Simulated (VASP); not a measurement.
# SrTiO3 (Tausonite): the relaxed cell at several levels of theory

How much does the relaxed cell of SrTiO3 (Tausonite) depend on the functional? The starting structure is a measured crystal structure from the Crystallography Open Database. The first relaxation on each setting starts from this cell expanded by 3 % in volume.

Method: Kohn-Sham DFT with plane waves and PAW; PBEsol, LDA, PBE, PBEsol + D3(BJ), r2SCAN, r2SCAN + rVV10, vdW-DF-cx and PBEsol + D4, in VASP 6.6.1.

## Step 1: The starting structure

The structure is cubic, space group Pm-3m (No. 221). The conventional cell has a = 3.905 Å, b = 3.905 Å, c = 3.905 Å, α = 90.00°, β = 90.00°, γ = 90.00°. Nearest to Sr lie 12 O at 2.76 Å. Nearest to Ti lie 6 O at 1.95 Å. Nearest to O lie 2 Ti at 1.95 Å and 4 Sr at 2.76 Å. Farther neighbours and most contacts between anions are not listed.

## Step 2: Relaxation with PBEsol

PBEsol restores the gradient expansion of exchange and is tuned for the cells of solids. This run starts from the cell of an earlier relaxation, which isn't shown; the restart sets up the plane waves anew.

Contents of INCAR:

```
SYSTEM = SrTiO3
PREC = Accurate
ENCUT = 520
EDIFF = 1E-06
NELM = 100
ISMEAR = 0
SIGMA = 0.03
LREAL = .FALSE.
ALGO = Normal
GGA = PS
NBANDS = 26
LASPH = .TRUE.
LORBIT = 11
LWAVE = .FALSE.
LCHARG = .FALSE.
KPAR = 16
IBRION = 2
NSW = 50
ISIF = 3
EDIFFG = -0.006
```

Contents of POSCAR:

```
SrTiO3
1.0
    3.8961433073      0.0000000000      0.0000000000
    0.0000000000      3.8961433073      0.0000000000
    0.0000000000      0.0000000000      3.8961433073
Sr Ti O
1 1 3
Direct
    0.5000000000      0.5000000000      0.5000000000
    0.0000000000      0.0000000000      0.0000000000
    0.0000000000      0.0000000000      0.5000000000
    0.0000000000      0.5000000000      0.0000000000
    0.5000000000      0.0000000000      0.0000000000
```

Contents of KPOINTS:

```
Automatic mesh
0
Gamma
6 6 6
0 0 0
```

PAW data sets: Sr_sv, Ti_sv and O (PBE family, release 64).

On the command line:

```console
> mpirun -np 16 vasp_std
```

The program printed:

```text
[banner, memory and clock lines left out]
running   16 mpi-ranks, on    1 nodes
 distrk:  each k-point on    1 cores,   16 groups
 distr:  one band on    1 cores,    1 groups

 POSCAR found type information on POSCAR SrTiO
 POSCAR found :  3 types and       5 ions
|                                                                             |
|           W    W    AA    RRRRR   N    N  II  N    N   GGGG   !!!           |
|           W    W   A  A   R    R  NN   N  II  NN   N  G    G  !!!           |
|           W    W  A    A  R    R  N N  N  II  N N  N  G       !!!           |
|           W WW W  AAAAAA  RRRRR   N  N N  II  N  N N  G  GGG   !            |
|           WW  WW  A    A  R   R   N   NN  II  N   NN  G    G                |
|           W    W  A    A  R    R  N    N  II  N    N   GGGG   !!!           |
|                                                                             |
|     For optimal performance we recommend to set                             |
|       NCORE = 2 up to number-of-cores-per-socket                            |
|     NCORE specifies how many cores store one orbital (NPAR=cpu/NCORE).      |
|     This setting can greatly improve the performance of VASP for DFT.       |
|     The default, NCORE=1 might be grossly inefficient on modern             |
|     multi-core architectures or massively parallel machines. Do your        |
|     Unfortunately you need to use the default for GW and RPA                |
|     calculations (for HF NCORE is supported but not extensively tested      |
|     yet).                                                                   |
|                                                                             |

|                                                                             |
|               ----> ADVICE to this user running VASP <----                  |
|                                                                             |
|     You enforced a specific xc type in the INCAR file but a different       |
|     [... a line on the potential file left out ...]
|     I HOPE YOU KNOW WHAT YOU ARE DOING!                                     |
|                                                                             |

 LDA part: xc-table for (Slater+PW92), standard interpolation
 POSCAR, INCAR and KPOINTS ok, starting setup
 FFT: planning ... GRIDC
 FFT: planning ... GRID_SOFT
 FFT: planning ... GRID
 WAVECAR not read
 entering main loop
       N       E                     dE             d eps       ncg     rms          rms(c)
DAV:   1     0.429200687408E+03    0.42920E+03   -0.20733E+04  1040   0.167E+03
DAV:   2    -0.447431970428E+01   -0.43368E+03   -0.42132E+03  1200   0.460E+02
DAV:   3    -0.491368976958E+02   -0.44663E+02   -0.44286E+02  1200   0.144E+02
DAV:   4    -0.515959483501E+02   -0.24591E+01   -0.24564E+01  1836   0.299E+01
DAV:   5    -0.516278509574E+02   -0.31903E-01   -0.31870E-01  1358   0.312E+00    0.271E+01
DAV:   6    -0.420632106830E+02    0.95646E+01   -0.55679E+01  1528   0.683E+01    0.157E+01
DAV:   7    -0.420956821060E+02   -0.32471E-01   -0.76243E+00  1330   0.204E+01    0.112E+01
DAV:   8    -0.421204774202E+02   -0.24795E-01   -0.19098E+00  1346   0.143E+01    0.317E+00
DAV:   9    -0.420237951967E+02    0.96682E-01   -0.46103E-01  1326   0.698E+00    0.102E+00
DAV:  10    -0.420281891195E+02   -0.43939E-02   -0.15478E-01  1266   0.248E+00    0.988E-01
DAV:  11    -0.420160772077E+02    0.12112E-01   -0.43611E-02  1566   0.200E+00    0.205E-01
DAV:  12    -0.420158863893E+02    0.19082E-03   -0.29240E-03  1228   0.447E-01    0.973E-02
DAV:  13    -0.420158672581E+02    0.19131E-04   -0.67316E-04  1712   0.204E-01    0.503E-02
DAV:  14    -0.420158721255E+02   -0.48674E-05   -0.10190E-04  1296   0.114E-01    0.257E-02
DAV:  15    -0.420158669849E+02    0.51406E-05   -0.51505E-05  1456   0.674E-02    0.202E-02
DAV:  16    -0.420158656906E+02    0.12943E-05   -0.87430E-06  1212   0.376E-02    0.500E-03
DAV:  17    -0.420158656804E+02    0.10256E-07   -0.52042E-07   832   0.762E-03
   1 F= -.42015866E+02 E0= -.42015866E+02  d E =-.420159E+02
 curvature:   0.00 expect dE= 0.000E+00 dE for cont linesearch  0.000E+00
 trial: gam= 0.00000 g(F)=  0.000E+00 g(S)=  0.246E-05 ort = 0.000E+00 (trialstep = 0.100E+01)
 search vector abs. value=  0.246E-05
 reached required accuracy - stopping structural energy minimisation
```

The job ended after 29 s (16 MPI ranks of AMD EPYC 7571, shared host; peak memory 2.8 GiB).

The logs omit lines about the potential files and the build; timing stands in the text.

OUTCAR, selected parts (step 2):

```text
ion  position               nearest neighbor table
   1  0.500  0.500  0.500-   3 2.75   4 2.75   5 2.75   4 2.75   5 2.75   3 2.75   5 2.75   5 2.75
                             3 2.75   4 2.75   4 2.75   3 2.75   2 3.37   2 3.37   2 3.37   2 3.37
   2  0.000  0.000  0.000-   3 1.95   4 1.95   5 1.95   3 1.95   4 1.95   5 1.95   1 3.37   1 3.37
                             1 3.37   1 3.37   1 3.37   1 3.37   1 3.37   1 3.37
   3  0.000  0.000  0.500-   2 1.95   2 1.95   1 2.75   1 2.75   1 2.75   1 2.75
   4  0.000  0.500  0.000-   2 1.95   2 1.95   1 2.75   1 2.75   1 2.75   1 2.75
   5  0.500  0.000  0.000-   2 1.95   2 1.95   1 2.75   1 2.75   1 2.75   1 2.75

  LATTYP: Found a simple cubic cell.
 ALAT       =     3.8961433073

 Subroutine GETGRP returns: Found 48 space group operations
 (whereof 48 operations were pure point group operations)

The static configuration has the point symmetry O_h .

 Found     20 irreducible k-points:

   k-points           NKPTS =     20   k-points in BZ     NKDIM =     20   number of bands    NBANDS=     26

   dimension x,y,z NGX =    30 NGY =   30 NGZ =   30
   dimension x,y,z NGXF=    60 NGYF=   60 NGZF=   60

   ENCUT  =  520.0 eV  38.22 Ry    6.18 a.u.   7.24  7.24  7.24*2*pi/ulx,y,z

   NELECT =      40.0000    total number of electrons

 k-points in reciprocal lattice and weights: Automatic mesh
   0.00000000  0.00000000  0.00000000       0.005
   0.16666667  0.00000000  0.00000000       0.028
   0.33333333  0.00000000  0.00000000       0.028
   0.50000000  0.00000000  0.00000000       0.014
   0.16666667  0.16666667  0.00000000       0.056
   0.33333333  0.16666667  0.00000000       0.111
   0.50000000  0.16666667  0.00000000       0.056
   0.33333333  0.33333333  0.00000000       0.056
   0.50000000  0.33333333  0.00000000       0.056
[...]
0.50000000  0.50000000  0.33333333       0.028
   0.50000000  0.50000000  0.50000000       0.005

 average (electrostatic) potential at core
       1 -34.2453       2 -76.1795       3 -69.4557       4 -69.4557       5 -69.4557

 E-fermi :   4.2611

 k-point     1 :       0.0000    0.0000    0.0000
  band No.  band energies     occupation
    ...
     16       2.8833      2.00000
     17       2.8833      2.00000
     18       3.7269      2.00000
     19       3.7269      2.00000
     20       3.7269      2.00000
     21       5.8939      0.00000
     22       5.8939      0.00000
     23       5.8939      0.00000
     24       8.4631      0.00000
     25       8.4631      0.00000
    ...

 k-point     2 :       0.1667    0.0000    0.0000
  band No.  band energies     occupation
    ...
     16       2.5305      2.00000
     17       2.6389      2.00000
     18       2.9533      2.00000
     19       3.5740      2.00000
     20       3.5740      2.00000
     21       5.9374      0.00000
     22       6.4918      0.00000
     23       6.4918      0.00000
     24       8.4714      0.00000
     25       9.2085      0.00000
    ...

 k-point     3 :       0.3333    0.0000    0.0000
  band No.  band energies     occupation
    ...
     16       1.9430      2.00000
     17       1.9430      2.00000
     18       2.2158      2.00000
     19       3.4052      2.00000
     20       3.4052      2.00000
     21       6.0278      0.00000
     22       7.4567      0.00000
     23       7.4567      0.00000
     24       8.4799      0.00000
     25      10.2566      0.00000
    ...

  Total       -0.0092188     -0.0092188     -0.0092188      0.0000000      0.0000000     -0.0000000
  in kB       -0.2497359     -0.2497359     -0.2497359      0.0000000      0.0000000     -0.0000000
  external PRESSURE =      -0.2497359 kB  Pullay stress =       0.0000000 kB

  energy-cutoff  :      520.00
  volume of cell :       59.14
      direct lattice vectors                 reciprocal lattice vectors
     3.896143307  0.000000000  0.000000000     0.256664070  0.000000000  0.000000000
     0.000000000  3.896143307  0.000000000     0.000000000  0.256664070  0.000000000
     0.000000000  0.000000000  3.896143307     0.000000000  0.000000000  0.256664070

 POSITION                                       TOTAL-FORCE (eV/Angst)
 -----------------------------------------------------------------------------------
      1.94807      1.94807      1.94807         0.000000      0.000000      0.000000
      0.00000      0.00000      0.00000         0.000000      0.000000      0.000000
      0.00000      0.00000      1.94807         0.000000      0.000000      0.000000
      0.00000      1.94807      0.00000         0.000000      0.000000      0.000000
      1.94807      0.00000      0.00000         0.000000      0.000000      0.000000
 -----------------------------------------------------------------------------------
    total drift:                                0.000000     -0.000000      0.000000

  FREE ENERGIE OF THE ION-ELECTRON SYSTEM (eV)
  ---------------------------------------------------
  free  energy   TOTEN  =       -42.0158656804 eV

  energy  without entropy=      -42.0158656804  energy(sigma->0) =      -42.01586568

 reached required accuracy - stopping structural energy minimisation

 total charge
# of ion       s       p       d       tot
------------------------------------------
    1        1.997   5.762   0.208   7.967
    2        2.236   6.332   1.781  10.349
    3        1.560   3.475   0.000   5.035
    4        1.560   3.475   0.000   5.035
    5        1.560   3.475   0.000   5.035
--------------------------------------------------
tot          8.913  22.519   1.989  33.421

[... 3 further parts left out ...]
```

CONTCAR:

```
SrTiO3
   1.00000000000000
     3.8961433073000000    0.0000000000000000    0.0000000000000000
     0.0000000000000000    3.8961433073000000    0.0000000000000000
     0.0000000000000000    0.0000000000000000    3.8961433073000000
  Sr              Ti              O
     1     1     3
Direct
     0.5000000000000000    0.5000000000000000    0.5000000000000000
     0.0000000000000000    0.0000000000000000    0.0000000000000000
     0.0000000000000000    0.0000000000000000    0.5000000000000000
     0.0000000000000000    0.5000000000000000    0.0000000000000000
     0.5000000000000000    0.0000000000000000    0.0000000000000000
```

The PAW data sets were made with PBE, which is usual practice but a small mismatch for other functionals. The run keeps the 48 symmetry operations of its start, so it cannot find a distortion of lower symmetry.

With PBEsol the relaxed cell holds 11.829 Å³ an atom, -0.70 % against the measured cell, with a = 3.896 Å. Pressures at 0.985 and 1.015 times this volume, from two more relaxations that aren't shown, give a bulk modulus of 185.0 GPa.

## Step 3: Relaxation with LDA

LDA, the lowest rung, knows the local density alone. This run starts from the cell of an earlier relaxation, which isn't shown; the restart sets up the plane waves anew.

INCAR, as its differences from that of step 2:

```diff
@@ -9,3 +9,3 @@
 ALGO = Normal
-GGA = PS
+GGA = CA
 NBANDS = 26
```

POSCAR, as its differences from that of step 2:

```diff
@@ -2,5 +2,5 @@
 1.0
-    3.8961433073      0.0000000000      0.0000000000
-    0.0000000000      3.8961433073      0.0000000000
-    0.0000000000      0.0000000000      3.8961433073
+    3.8603745434      0.0000000000      0.0000000000
+    0.0000000000      3.8603745434      0.0000000000
+    0.0000000000      0.0000000000      3.8603745434
 Sr Ti O
```

KPOINTS is that of step 2.

The projector-augmented-wave data sets are Sr_sv, Ti_sv and O (LDA family, release 64).

On the command line:

```console
> mpirun -np 16 vasp_std
```

The program printed:

```text
[banner, memory and clock lines left out]
running   16 mpi-ranks, on    1 nodes
[...]
[... a notice as in an earlier step ...]

 LDA part: xc-table for (Slater(with rela. corr.)+CA(PZ))
 , standard interpolation
 POSCAR, INCAR and KPOINTS ok, starting setup
[...]
entering main loop
       N       E                     dE             d eps       ncg     rms          rms(c)
DAV:   1     0.420875909217E+03    0.42088E+03   -0.20920E+04  1040   0.168E+03
DAV:   2    -0.127493926664E+02   -0.43363E+03   -0.41843E+03  1216   0.459E+02
DAV:   3    -0.518699619682E+02   -0.39121E+02   -0.38924E+02  1194   0.137E+02
DAV:   4    -0.540430292260E+02   -0.21731E+01   -0.21705E+01  1816   0.278E+01
[...]
DAV:  14    -0.441769880642E+02    0.34414E-05   -0.37015E-05  1398   0.509E-02    0.194E-02
DAV:  15    -0.441769835915E+02    0.44728E-05   -0.41673E-05  1488   0.496E-02    0.124E-02
DAV:  16    -0.441769829419E+02    0.64951E-06   -0.43308E-06  1056   0.261E-02
   1 F= -.44176983E+02 E0= -.44176983E+02  d E =-.441770E+02
[...]
DAV:   4    -0.441769776399E+02   -0.51896E-05   -0.99215E-05  1502   0.500E-02    0.267E-02
DAV:   5    -0.441769788100E+02   -0.11701E-05   -0.71730E-06  1226   0.207E-02    0.205E-02
DAV:   6    -0.441769830696E+02   -0.42596E-05   -0.72795E-06  1310   0.150E-02    0.722E-03
DAV:   7    -0.441769840500E+02   -0.98032E-06   -0.35424E-06  1246   0.107E-02
   2 F= -.44176984E+02 E0= -.44176984E+02  d E =-.110802E-05
 trial-energy change:   -0.000001  1 .order   -0.000003   -0.000067    0.000061
 step:   0.5224(harm=  0.5224)  dis= 0.00000  next Energy=   -44.177000 (dE=-0.175E-04)
[...]
N       E                     dE             d eps       ncg     rms          rms(c)
DAV:   1    -0.441771203045E+02   -0.13723E-03   -0.33716E-03  1238   0.584E-01    0.103E-01
DAV:   2    -0.441770158614E+02    0.10444E-03   -0.38587E-04  1280   0.191E-01    0.351E-02
DAV:   3    -0.441769985473E+02    0.17314E-04   -0.91896E-05  1292   0.638E-02    0.135E-02
DAV:   4    -0.441769996369E+02   -0.10897E-05   -0.22573E-05  1528   0.238E-02    0.126E-02
DAV:   5    -0.441769998802E+02   -0.24332E-06   -0.13642E-06   788   0.102E-02
   3 F= -.44177000E+02 E0= -.44177000E+02  d E =-.169383E-04
[...]
reached required accuracy - stopping structural energy minimisation
```

It took 41 s on 16 MPI ranks; peak memory 2.6 GiB.

From OUTCAR (step 3):

```text
  Total       -0.0221368     -0.0221368     -0.0221368      0.0000000      0.0000000     -0.0000000
  in kB       -0.6160581     -0.6160581     -0.6160581      0.0000000      0.0000000     -0.0000000
  external PRESSURE =      -0.6160581 kB  Pullay stress =       0.0000000 kB

 POSITION                                       TOTAL-FORCE (eV/Angst)
 -----------------------------------------------------------------------------------
      1.93065      1.93065      1.93065         0.000000     -0.000000      0.000000
      0.00000      0.00000      0.00000        -0.000000      0.000000      0.000000
      0.00000     -0.00000      1.93065         0.000000     -0.000000      0.000000
      0.00000      1.93065      0.00000        -0.000000      0.000000      0.000000
      1.93065      0.00000      0.00000        -0.000000      0.000000      0.000000
 -----------------------------------------------------------------------------------
    total drift:                               -0.000000     -0.000000      0.000000

  FREE ENERGIE OF THE ION-ELECTRON SYSTEM (eV)
  ---------------------------------------------------
  free  energy   TOTEN  =       -44.1769998802 eV

  energy  without entropy=      -44.1769998802  energy(sigma->0) =      -44.17699988

[... 2 parts as in an earlier step ...]

[... 2 further parts left out ...]
[key lines of the parts left out:]
E-fermi :   4.4556
```

With LDA the relaxed cell holds 11.514 Å³ an atom, -3.34 % against the measured cell, with a = 3.861 Å. That is -2.66 % from PBEsol. Pressures at 0.985 and 1.015 times this volume, from two more relaxations that aren't shown, give a bulk modulus of 201.3 GPa.

(Part 1 of 3 ends here.)

[Lines on the potential files, build, host, timing and source positions are cut from VASP's logs without a mark.]

[Logs are printed without paths, hosts, clocks, repeated set-up lines and the standing remarks that a program may print on its own settings, such as how far it seeks lower states.]

[Hosts, paths, dates, database ids (printed as entryN), source tags and the programs' standing remarks are cut or masked in the printed files.]
